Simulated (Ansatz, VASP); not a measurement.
# TiGe2N4 (TiGe2N4 monolayer): VASP beside Ansatz

Aim: how closely do two programs agree when they are given the same cell, functional and k mesh? The structure shown is the start of the Ansatz relaxation below; VASP solves that cell, so the two are compared at the walk's first step.

Method: plane waves, with VASP 6.6.1 beside it; single point at PBE, in Ansatz 0.2.0.

**1. Starting point**

The cell holds 7 atoms: 4 N, 2 Ge and 1 Ti. Its edges and angles: a = 3.020 Å, b = 3.020 Å, c = 38.405 Å, α = 90.0°, β = 90.0°, γ = 120.0°. Vacuum lies along c. The height across the vacuum is the one that the program set for its solve, not the one typed.

Structure file:

```xyz
7
Lattice="3.0200 0.0000 0.0000 -1.5100 2.6154 0.0000 0.0000 0.0000 38.4048" Properties=species:S:1:pos:R:3
N     0.0000    0.0000    9.0000
N     0.0000    1.7436   11.4278
N     0.0000    1.7436   13.8746
N     0.0000    0.0000   16.3024
Ge    0.0000    1.7436    9.5878
Ge    0.0000    1.7436   15.7146
Ti    0.0000    0.0000   12.6512
```

**2. Ansatz: relaxation, PBE**

Ansatz runs on its default PAW (the set named soft_2) files.

The two programs are compared at the cell with which this relaxation starts, whose forces are those of its first step.

The input, input.yaml:

```yaml
crystal:
  lattice:
    - [3.02, 0.0, 0.0]
    - [-1.51, 2.6153967194, 0.0]
    - [0.0, 0.0, 25.3023765639]
  atoms:
    - { symbol: "N", position: [0.0, 0.0, 0.3556978127] }
    - { symbol: Ge, position: [0.3333333333, 0.6666666667, 0.3789274142] }
    - { symbol: "N", position: [0.3333333333, 0.6666666667, 0.4516478559] }
    - { symbol: Ti, position: [0.0, 0.0, 0.5] }
    - { symbol: "N", position: [0.3333333333, 0.6666666667, 0.5483521441] }
    - { symbol: Ge, position: [0.3333333333, 0.6666666667, 0.6210725858] }
    - { symbol: "N", position: [0.0, 0.0, 0.6443021873] }
  periodic: [true, true, false]
kpoints:
  mp_grid: { grid: [12, 12, 1] }
hamiltonian:
  xc: pbe
scf:
  occupations: { method: fermi_dirac, width: 0.05 }
relax:
  f_tol: 0.01
  max_steps: 90
  cell: {}
```

Command:

```sh
$ ansatz run input.yaml --threads 4 --pin off --max-ram 8192MiB --backend cpu --events-out ev --progress --plain --runs-dir out
```

Numbers of over 12 decimals in the logs are rounded to 6 here.

The log of the run:

```text
Warning: crystal.periodic: the lattice vector that does not repeat stood 0.000° off the slab's normal, 25.302 Å along it as the deck builds it. The run solves the slab on a vector along the normal, 38.405 Å long, with every atom where it was (on the deck's vector they left 18.00 Å outside them, and the widest stretch free of ions among them is 1.84 Å). A fractional position that the run reports is one of the run's ce [...]
crystal.periodic: the lattice vector that does not repeat stood 0.000° off the slab's normal, 25.302 Å along it as the deck builds it. The run solves the slab on a vector along the normal, 38.405 Å long, with every atom where it was (on the deck's vector they left 18.00 Å outside them, and the widest stretch free of ions among them is 1.84 Å). A fractional position that the run reports is one of the run's cell, which [...]
Engine: ansatz 0.2.0, x86_64-unknown-linux-gnu
Pseudopotentials: kind: paw
Pseudopotential: N, paw, valence charge 5, recommended cutoff 420 eV (normal), N.paw.azcp
Pseudopotential: Ge, paw, valence charge 14, recommended cutoff 420 eV (normal), Ge.paw.azcp
Pseudopotential: Ti, paw, valence charge 12, recommended cutoff 420 eV (normal), Ti.paw.azcp
Functional definition: PBE
  parameter kappa = 0.804
  parameter beta = 0.066725
  exchange = pbe_x(kappa = kappa, mu = beta*pi^2/3)
  correlation = pbe_c(beta = beta)
Crystal: 7 atoms, lattice volume = 303.340 Å³
Basis set: ecut = 420 eV, 5829 PW (Γ), exchange–correlation on 48×48×540 points (8 copies of the dense FFT grid, shifted against one another)
Bands: 37, of which v1, the nominal top of the filled ones, is band 30 counted from 1 (29 counted from 0)
Symmetry: 12 space group operations
Space group: P-6m2 (ITA 187), of the structure as read, at distance tolerance 6.7e-5 Å
k-points: 19 of 144 (time reversal used)
Non-local potential: N, projectors of the file, l = 0: 2, l = 1: 2, l = 2: 1
Non-local potential: Ge, projectors of the file, l = 0: 2, l = 1: 2, l = 2: 3, l = 3: 1
Non-local potential: Ti, projectors of the file, l = 0: 3, l = 1: 2, l = 2: 3, l = 3: 1
PAW form: soft (Blöchl's): semilocal exchange-correlation on the pseudo side does not see the compensation charge
PAW one-centre angular grid: N, 110 points (default); XC on 64 Gauss nodes
PAW one-centre angular grid: Ge, 590 points (default); XC on 64 Gauss nodes
PAW one-centre angular grid: Ti, 590 points (default); XC on 64 Gauss nodes
[...]
preconditioner: auto → Resta (q_TF=auto, 2.075 Å⁻¹)  ε∞=1.8  [insulator: Δε(μ)=1.308 eV  Ē_g=17.055 eV  σ=0.050 eV  W_gap=1.00  n_scr=24 (ndim 8)  ℏωp=15.2 eV  f_vac=0.729  D(μ)=0.00/eV (n_scr^D=0)  ε∞_Penn≈1.8  vacuum switching on, ρ_ref=2.1e-2 e/Å³]
SCF iter   2: F=—  HF=-12628.133421 eV  |F-HF|=—  |Δ(HF+E_count)|=   6.23e-3  Δρ=1.65e-4  dr2=4.58e-6  ethr=1.61e-8  ⟨swp⟩=4.6  Hψ=1758  notcnv=0
SCF iter   3: F=—  HF=-12628.136014 eV  |F-HF|=—  |Δ(HF+E_count)|=   2.59e-3  Δρ=7.73e-5  dr2=7.26e-6  ethr=7.64e-9  ⟨swp⟩=3.3  Hψ=1272  notcnv=0
SCF iter   4: F=—  HF=-12628.136887 eV  |F-HF|=—  |Δ(HF+E_count)|=   8.73e-4  Δρ=1.64e-5  dr2=2.55e-7  ethr=7.64e-9  ⟨swp⟩=2.7  Hψ=1033  notcnv=0
SCF iter   5: F=—  HF=-12628.136994 eV  |F-HF|=—  |Δ(HF+E_count)|=   1.07e-4  Δρ=2.21e-6  dr2=8.66e-9  ethr=4.26e-10  ⟨swp⟩=3.2  Hψ=1234  notcnv=0
SCF iter   6: F=—  HF=-12628.136997 eV  |F-HF|=—  |Δ(HF+E_count)|=   2.81e-6  Δρ=1.03e-6  dr2=5.30e-9  ethr=1.44e-11  ⟨swp⟩=3.2  Hψ=1542  notcnv=0
SCF iter   7: F=—  HF=-12628.136997 eV  |F-HF|=—  |Δ(HF+E_count)|=   5.61e-8  Δρ=4.19e-7  dr2=5.50e-10  ethr=8.83e-12  ⟨swp⟩=3.1  Hψ=1138  notcnv=0
SCF iter   8: F=—  HF=-12628.136997 eV  |F-HF|=—  |Δ(HF+E_count)|=   9.41e-9  Δρ=1.44e-7  dr2=6.13e-11  ethr=1.00e-12  ⟨swp⟩=3.1  Hψ=1398  notcnv=0
SCF iter   9: F=-12628.136997 eV  HF=-12628.136997 eV  |F-HF|=1.66e-8  |Δ(HF+E_count)|=   3.45e-9  Δρ=4.50e-8  dr2=4.76e-12  ethr=1.00e-12  ⟨swp⟩=9.7  Hψ=4381  notcnv=0
SCF 6 converged in 9 iterations: F = -12628.136997 eV  dr2 = 4.76e-12
relax step   6: F+E_penalty+E_count = -12628.13699735 eV  Δ(F+E_penalty+E_count) = -6.059e-3 eV  max|allowed force component| = 3.619e-3 eV/Å  Δτ_max = 0.0000 Å  P = +0.122 N/m  Ω = 310.285 Å³  fix = [c, alpha, beta]  reactions: c +0.000 N/m  stress off target by 1.22e-1 N/m on what of the cell is left free  SCF on the basis re-selected at this cell (its energy is not comparable with the rows above)  (9 SCF iters)
[...]
relax step   7: F+E_penalty+E_count = -12628.13689420 eV  Δ(F+E_penalty+E_count) = +1.031e-4 eV  max|allowed force component| = 1.585e-3 eV/Å  Δτ_max = 0.0004 Å  P = -0.004 N/m  Ω = 310.440 Å³  energy of the carried Pulay correction = -1.183e-4 eV  fix = [c, alpha, beta]  reactions: c -0.000 N/m  (6 SCF iters, dr2 threshold 1.24e-8 eV, accepted)
[...]
relax step   8: F+E_penalty+E_count = -12628.13701281 eV  Δ(F+E_penalty+E_count) = -1.186e-4 eV  max|allowed force component| = 1.605e-3 eV/Å  Δτ_max = 0.0000 Å  P = -0.003 N/m  Ω = 310.440 Å³  fix = [c, alpha, beta]  reactions: c -0.000 N/m  stress off target by 3.25e-3 N/m on what of the cell is left free  SCF on the basis re-selected at this cell (its energy is not comparable with the rows above)  (7 SCF iters)
basis re-selected at this cell: Δ(F+E_penalty+E_count) = -1.186e-4 eV, ΔP = +0.001 N/m vs the last step (what re-selecting the basis moved, of the pressure what is left beyond the Pulay correction that the steps carried, after the strain that the cell walked since its last selection, with what the two solves' SCF thresholds leave and, on support functions, any second-order correction that the steps lacked; it is no m [...]
SCF converged after 7 iterations
Free energy (F): -12628.137013 eV
Harris-Foulkes:  -12628.137013 eV  (|F-HF|=3.38e-9)
Internal energy: -12628.137012 eV  (E = F + TS)
E sigma→0 (E₀):  -12628.137012 eV
Entropy (-TS):   -0.000001 eV (-0.000 meV/atom)
Fermi energy:    -6.215252 eV
--- Per-component energies (eV) ---
  E_band       = -1393.780810
  E_kinetic    = 1016.637117
  E_local      = -270750.564963  (includes V_loc(G=0)·N_el)
  E_nonlocal   = 1033.651110
  E_hartree    = 134373.224974
  E_xc         = -488.775707
  E_vxc        = -556.857630  (∫ρ·V_xc dr)
  E_paw        = -5602.246432  (= ΣΔE_a)
  E_vpaw       = -883.099091  (= ΣTr[D̂ρ^β])
  E_aug_tail   = 0.000931  (compensation charges beyond the density's cutoff)
  E_ewald      = 127789.935958
  E_smearing   = -0.000001  (= −TS)
  E_closure    = -0.000000  (closes the sum)
  Σ components = -12628.137013   (vs F -12628.137013, Δ=0.00e0)
--- Forces (eV/Å), atoms counted from 1 ---
  atom   1  N      0.00000000    -0.00000000    -0.00064706
  atom   2  Ge    -0.00000000     0.00000000     0.00160455
  atom   3  N      0.00000000    -0.00000000     0.00013048
  atom   4  Ti     0.00000000    -0.00000000    -0.00000000
  atom   5  N      0.00000000    -0.00000000    -0.00013048
  atom   6  Ge     0.00000000     0.00000000    -0.00160455
  atom   7  N      0.00000000    -0.00000000     0.00064706
  max |Σ_I F_I| component: 6.66e-16 eV/Å
--- 2D stress c σ (N/m, compression-positive) ---
       -0.003251       0.000000       0.000000
        0.000000      -0.003251       0.000000
        0.000000       0.000000       0.000000
  P = ½ c Tr σ = -0.0033 N/m
--- Relaxed structure (6 steps of the walk, 6 accepted, 2 SCFs on fresh bases) ---
  F+E_penalty+E_count = -12628.13701281 eV   max|allowed force component| = 1.605e-3 eV/Å   (the final SCF, on the basis selected at the relaxed cell)
  cell:  # Å, volume = 310.4397 Å³
    - [3.055138, 0.0, 0.0]
    - [-1.527569, 2.645827, 0.0]
    - [0.0, 0.0, 38.404753]
  atoms:
    - { symbol: N, position: [0, -3.776268791417868e-18, 0.234247] }
    - { symbol: Ge, position: [0.333333, 0.666667, 0.250377] }
    - { symbol: N, position: [0.333333, 0.666667, 0.299480] }
    - { symbol: Ti, position: [0, -3.77626879141788e-18, 0.329417] }
    - { symbol: N, position: [0.333333, 0.666667, 0.359355] }
    - { symbol: Ge, position: [0.333333, 0.666667, 0.408457] }
    - { symbol: N, position: [0, -3.776268791417868e-18, 0.424588] }
```

**3. VASP: single point, PBE, start cell**

The same cell, functional, mesh and smearing now go to VASP, with its own data sets.

Lines of VASP's logs that name or quote its potential files are left out, and so is its time.

The input, INCAR:

```
SYSTEM = TiGe2N4
PREC = Accurate
ENCUT = 520
EDIFF = 1E-06
NELM = 120
ISMEAR = -1
SIGMA = 0.05
LREAL = .FALSE.
ALGO = Normal
GGA = PE
NBANDS = 37
LASPH = .TRUE.
LORBIT = 11
LWAVE = .FALSE.
LCHARG = .FALSE.
ISIF = 2
LDIPOL = .TRUE.
IDIPOL = 3
DIPOL = 0.5 0.5 0.329
LVHAR = .TRUE.
GGA_COMPAT = .FALSE.
EFERMI = MIDGAP
NELMDL = -8
KPAR = 2
```

The input, POSCAR:

```
TiGe2N4
1.0
    3.0200000000      0.0000000000      0.0000000000
   -1.5100000000      2.6153970000      0.0000000000
    0.0000000000      0.0000000000     38.4047530000
N Ge Ti
4 2 1
Direct
    0.0000000000      0.0000000000      0.2343459936
    0.3333333333      0.6666666667      0.2975611899
    0.3333333333      0.6666666667      0.3612733039
    0.0000000000      0.0000000000      0.4244885262
    0.3333333333      0.6666666667      0.2496504534
    0.3333333333      0.6666666667      0.4091840403
    0.0000000000      0.0000000000      0.3294172469
```

The input, KPOINTS:

```
Automatic mesh
0
Gamma
12 12 1
0 0 0
```

Potentials, in the order of the species: N, Ge_d and Ti_sv (PBE family, release 64).

Command:

```sh
$ mpirun -np 2 vasp_std
```

The log of the run:

```text
[banner, memory and clock lines left out]
running    2 mpi-ranks, on    1 nodes
 distrk:  each k-point on    1 cores,    2 groups
 distr:  one band on    1 cores,    1 groups

 POSCAR found type information on POSCAR N GeTi
 POSCAR found :  3 types and       7 ions
 LDA part: xc-table for (Slater+PW92), standard interpolation
 POSCAR, INCAR and KPOINTS ok, starting setup
 FFT: planning ... GRIDC
 FFT: planning ... GRID_SOFT
 FFT: planning ... GRID
 WAVECAR not read
 entering main loop
       N       E                     dE             d eps       ncg     rms          rms(c)
DAV:   1     0.704513430278E+03    0.70451E+03   -0.30082E+04  1829   0.215E+03
DAV:   2     0.697460123512E+02   -0.63477E+03   -0.61465E+03  1693   0.603E+02
DAV:   3    -0.558393558828E+02   -0.12559E+03   -0.12191E+03  2166   0.209E+02
DAV:   4    -0.649499559993E+02   -0.91106E+01   -0.90903E+01  2135   0.646E+01
DAV:   5    -0.656297832587E+02   -0.67983E+00   -0.67966E+00  2255   0.112E+01
DAV:   6    -0.656606548499E+02   -0.30872E-01   -0.30871E-01  2183   0.207E+00
DAV:   7    -0.656616913496E+02   -0.10365E-02   -0.10365E-02  2199   0.344E-01
DAV:   8    -0.656617245556E+02   -0.33206E-04   -0.33206E-04  2220   0.644E-02    0.232E+01
DAV:   9    -0.545083118254E+02    0.11153E+02   -0.76650E+01  2026   0.687E+01    0.170E+01
DAV:  10    -0.544358520553E+02    0.72460E-01   -0.54810E+01  1819   0.470E+01    0.961E+00
DAV:  11    -0.531951646612E+02    0.12407E+01   -0.36829E+00  1622   0.136E+01    0.558E+00
DAV:  12    -0.527704503713E+02    0.42471E+00   -0.27139E+00  1967   0.120E+01    0.339E+00
DAV:  13    -0.526904525179E+02    0.79998E-01   -0.76711E-01  2153   0.566E+00    0.114E+00
DAV:  14    -0.526935663749E+02   -0.31139E-02   -0.59306E-02  1871   0.172E+00    0.108E+00
[...]
DAV:  23    -0.526819005788E+02   -0.48470E-04   -0.68876E-06  1499   0.126E-02    0.634E-03
DAV:  24    -0.526819194097E+02   -0.18831E-04   -0.18016E-06  1163   0.913E-03    0.240E-03
DAV:  25    -0.526819411061E+02   -0.21696E-04   -0.10234E-06  1048   0.750E-03    0.242E-03
DAV:  26    -0.526819507022E+02   -0.95961E-05   -0.46848E-07  1064   0.542E-03    0.137E-03
DAV:  27    -0.526819539771E+02   -0.32749E-05   -0.20411E-07   983   0.278E-03    0.117E-03
DAV:  28    -0.526819570620E+02   -0.30849E-05   -0.12694E-07   938   0.260E-03    0.319E-04
DAV:  29    -0.526819583530E+02   -0.12909E-05   -0.50002E-08   942   0.122E-03    0.949E-05
DAV:  30    -0.526819588885E+02   -0.53559E-06   -0.18216E-08   818   0.920E-04
   1 F= -.52681959E+02 E0= -.52681959E+02  d E =-.662457E-06
```

Parts of OUTCAR (step 3):

```text
ion  position               nearest neighbor table
   1  0.000  0.000  0.234-   5 1.84   5 1.84   5 1.84
   2  0.333  0.667  0.298-   5 1.84   7 2.13   7 2.13   7 2.13
   3  0.333  0.667  0.361-   6 1.84   7 2.13   7 2.13   7 2.13
   4  0.000  0.000  0.424-   6 1.84   6 1.84   6 1.84
   5  0.333  0.667  0.250-   2 1.84   1 1.84   1 1.84   1 1.84
   6  0.333  0.667  0.409-   3 1.84   4 1.84   4 1.84   4 1.84
   7  0.000  0.000  0.329-   2 2.13   3 2.13   2 2.13   3 2.13   2 2.13   3 2.13

  LATTYP: Found a hexagonal cell.
 ALAT       =     3.0200000000
 C/A-ratio  =    12.7168056291

 Subroutine GETGRP returns: Found 12 space group operations
 (whereof  6 operations were pure point group operations)

The static configuration has the point symmetry C_3v.
 The point group associated with its full space group is D_3h.

 Found     19 irreducible k-points:

   k-points           NKPTS =     19   k-points in BZ     NKDIM =     19   number of bands    NBANDS=     37

   dimension x,y,z NGX =    24 NGY =   24 NGZ =  288
   dimension x,y,z NGXF=    48 NGYF=   48 NGZF=  576

   ENCUT  =  520.0 eV  38.22 Ry    6.18 a.u.   5.62  5.62 71.41*2*pi/ulx,y,z

   NELECT =      60.0000    total number of electrons

 k-points in reciprocal lattice and weights: Automatic mesh
   0.00000000  0.00000000  0.00000000       0.007
   0.08333333  0.00000000  0.00000000       0.042
   0.16666667  0.00000000  0.00000000       0.042
   0.25000000  0.00000000  0.00000000       0.042
   0.33333333 -0.00000000  0.00000000       0.042
   0.41666667 -0.00000000  0.00000000       0.042
   0.50000000  0.00000000  0.00000000       0.021
   0.08333333  0.08333333  0.00000000       0.042
   0.16666667  0.08333333  0.00000000       0.083
[...]
0.33333333  0.25000000  0.00000000       0.083
   0.33333333  0.33333333  0.00000000       0.014

 dipolmoment           0.000000      0.000000     -0.000003 electrons x Angstroem

 average (electrostatic) potential at core
       1 -71.2544       2 -70.5799       3 -70.5799       4 -71.2544       5 -82.1719
       6 -82.1719       7 -84.1594

 E-fermi :  -2.9872

 k-point     1 :       0.0000    0.0000    0.0000
  band No.  band energies     occupation
    ...
     26      -4.8744      2.00000
     27      -4.8744      2.00000
     28      -3.8411      2.00000
     29      -3.8411      2.00000
     30      -3.8328      2.00000
     31      -1.6985      0.00000
     32       0.0765      0.00000
     33       0.1294      0.00000
     34       0.4876      0.00000
     35       0.4876      0.00000
    ...

 k-point     2 :       0.0833    0.0000    0.0000
  band No.  band energies     occupation
    ...
     26      -5.1539      2.00000
     27      -4.8416      2.00000
     28      -4.0690      2.00000
     29      -3.9480      2.00000
     30      -3.6479      2.00000
     31      -1.5735      0.00000
     32      -0.0272      0.00000
     33       0.1193      0.00000
     34       0.5267      0.00000
     35       0.6134      0.00000
    ...

 k-point     3 :       0.1667    0.0000    0.0000
  band No.  band energies     occupation
    ...
     26      -5.1049      2.00000
     27      -4.6839      2.00000
     28      -4.4178      2.00000
     29      -4.2178      2.00000
     30      -3.6979      2.00000
     31      -1.7172      0.00000
     32      -0.0069      0.00000
     33       0.1564      0.00000
     34       0.4259      0.00000
     35       0.9197      0.00000
    ...

  Total        3.1672927      3.1672934     -0.2931558      0.0000000     -0.0000000      0.0000000
  in kB       16.7289714     16.7289750     -1.5483870      0.0000000     -0.0000000      0.0000000
  external PRESSURE =      10.6365198 kB  Pullay stress =       0.0000000 kB

  energy-cutoff  :      520.00
  volume of cell :      303.34
      direct lattice vectors                 reciprocal lattice vectors
     3.020000000  0.000000000  0.000000000     0.331125828  0.191175565  0.000000000
    -1.510000000  2.615397000  0.000000000     0.000000000  0.382351131  0.000000000
     0.000000000  0.000000000 38.404753000     0.000000000  0.000000000  0.026038444

 POSITION                                       TOTAL-FORCE (eV/Angst)
 -----------------------------------------------------------------------------------
      0.00000      0.00000      9.00000         0.000000      0.000000     -0.534965
     -0.00000      1.74360     11.42776         0.000000     -0.000000      2.076898
     -0.00000      1.74360     13.87461         0.000000     -0.000000     -2.076898
      0.00000      0.00000     16.30238         0.000000      0.000000      0.534965
     -0.00000      1.74360      9.58776        -0.000000      0.000000     -0.155761
     -0.00000      1.74360     15.71461        -0.000000     -0.000000      0.155761
      0.00000      0.00000     12.65119         0.000000      0.000000     -0.000000
 -----------------------------------------------------------------------------------
    total drift:                                0.000001     -0.000002     -0.001087

  FREE ENERGIE OF THE ION-ELECTRON SYSTEM (eV)
  ---------------------------------------------------
  free  energy   TOTEN  =       -52.6819588885 eV

  energy  without entropy=      -52.6819582261  energy(sigma->0) =      -52.68195856

 vacuum level on the upper side and lower side of the slab         3.300         3.300

 total charge
# of ion       s       p       d       tot
------------------------------------------
    1        1.240   2.554   0.000   3.794
    2        1.251   2.484   0.000   3.735
    3        1.251   2.484   0.000   3.735
    4        1.240   2.554   0.000   3.794
    5        1.020   1.384  10.366  12.770
    6        1.020   1.384  10.366  12.770
    7        2.200   6.225   1.784  10.208
--------------------------------------------------
tot          9.221  19.069  22.516  50.806

[... 3 further parts left out ...]
```

**4. Comparison**

Known differences besides the potentials themselves: Ansatz cuts the interaction across the vacuum, VASP repeats the sheet with a dipole correction; the cutoff is 420 eV in Ansatz and 520 eV in VASP. Total energies have different zeros and are not compared.

Forces (eV/Å; atoms numbered as in POSCAR):

```
atom        Ansatz x, y, z          VASP x, y, z
  N1  0.000, 0.000, -0.572  0.000, 0.000, -0.535
  N2   0.000, 0.000, 2.134   0.000, 0.000, 2.077
  N3  0.000, 0.000, -2.134  0.000, 0.000, -2.077
  N4   0.000, 0.000, 0.572   0.000, 0.000, 0.535
 Ge5  0.000, 0.000, -0.144  0.000, 0.000, -0.156
 Ge6   0.000, 0.000, 0.144   0.000, 0.000, 0.156
 Ti7   0.000, 0.000, 0.000   0.000, 0.000, 0.000
```

The forces differ by 21 meV/Å r.m.s., which is 3.2 % of the r.m.s. force of 0.664 eV/Å (both taken over all components). With vacuum in the cell, a pressure given here is an average over mostly empty space and none of the material.

**5. Outcome**

```yaml
r_m_s_force_difference_single_point_pbe_start_cell: 3.2 % of the r.m.s. force
```

The r.m.s. force difference is 3.2 % of the r.m.s. force (single point, PBE, start cell), beyond the 3 % picked in this series as the mark of a large difference. What causes the difference of the single point, PBE, start cell pair stays open here. 1 further run of this series is not shown here. How closely two codes agree says nothing of how well the functional describes the real material.

[Lines on the potential files, build, host, timing and source positions are cut from VASP's logs without a mark.]

[Logs are printed without paths, hosts, clocks, repeated set-up lines and the standing remarks that a program may print on its own settings, such as how far it seeks lower states.]

[Hosts, paths, dates, database ids (printed as entryN), source tags and the programs' standing remarks are cut or masked in the printed files.]
